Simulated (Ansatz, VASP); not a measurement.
## Two plane-wave programs on TaSbSe

INCAR

```
PREC = Accurate
ENCUT = 600
EDIFF = 1E-7
ISMEAR = -1
SIGMA = 0.05
LREAL = F
LASPH = T
NELM = 100
ALGO = Normal
ISIF = 3
LWAVE = F
LCHARG = F
GGA = B5
ALDAX = 1.0
AGGAX = 1.0
AGGAC = 1.0
ALDAC = 0.0
IVDW = 13
VDW_S6 = 1.0
VDW_S8 = 2.34076671
VDW_A1 = 0.44488865
VDW_A2 = 4.0933009
IBRION = 2
NSW = 40
EDIFFG = -0.02
```

KPOINTS

```
Automatic mesh
0
Gamma
  7 7 5
```

POSCAR

```
TaSbSe
1.0
    3.6296100000      0.0000000000      0.0000000000
    0.0000000000      3.6296100000      0.0000000000
    0.0000000000      0.0000000000      5.6345500000
Ta Sb Se
1 1 1
Direct
    0.0000000000      0.0000000000      0.0000000000
    0.0000000000      0.0000000000      0.5000000000
    0.5000000000      0.5000000000      0.0000000000
```

File input.yaml:

```yaml
crystal:
  lattice:
    - [3.62961, 0.0, 0.0]
    - [0.0, 3.62961, 0.0]
    - [0.0, 0.0, 5.63455]
  atoms:
    - { symbol: Ta, position: [0.0, 0.0, 0.0] }
    - { symbol: Sb, position: [0.0, 0.0, 0.5] }
    - { symbol: Se, position: [0.5, 0.5, 0.0] }
hamiltonian:
  xc: blyp
  pseudopotentials: { kind: paw }
  dispersion: d4
kpoints:
  mp_grid: { grid: [7, 7, 5] }
scf:
  occupations: { method: fermi_dirac, width: 0.05 }
output:
  forces: true
  stress: true
  eigenvalues: true
  write_density: true
  write_potential: true
  elf: true
  volumetric_format: npy
relax:
  f_tol: 0.01
  max_steps: 40
  cell: { stress_tol: 0.05 }
```

The cell was built by a generator and needn't be a form met in nature.

Alike in both runs: task relaxation of cell and atoms; functional BLYP; dispersion D4; k mesh 7 × 7 × 5; occupations fermi-dirac, width 0.05 eV; no spin polarisation.

```csv
,VASP,Ansatz
version,VASP 6.6.1,Ansatz 0.2.0
potentials or method,"VASP PAW PBE potentials, release 64 (Ta_pv, Sb, Se)",Ansatz PAW
plane-wave cutoff (eV),600,420
valence electrons in the cell,22,44
```

VASP gave:

| Property | Result |
| --- | --- |
| gap on the k mesh at the Fermi level, each at its own relaxed structure (eV) | none |
| relaxed volume (Å³/atom) | 25.43 |
| relaxed cell length with the largest relative difference (Å) | 3.686 |
| energy change over the relaxation (meV/atom) | -4 |

Problem. What did Ansatz give for the same quantities?

Solution. gap on the k mesh at the Fermi level, each at its own relaxed structure (eV): none; relaxed volume (Å³/atom): 25.22; relaxed cell length with the largest relative difference (Å): 3.674; energy change over the relaxation (meV/atom): -2.

A gap of «none» marks a metal or a gap that the smearing closes. The two sets of potentials don't hold the same shells in valence.

Caveats: pairwise dispersion overbinds metals, which lowers pressure and volume; the PAW data sets were made with another functional, which shifts forces and pressure a little (VASP); the plane-wave basis is chosen anew once the cell has moved, so the energies of steps on either side of that aren't comparable (Ansatz); the PAW data sets come from PBE, with cores solved anew for the run's functional, which leaves a small shift of forces and pressure (Ansatz). Spin-orbit coupling is left out, which matters for the levels of Sb, Ta.
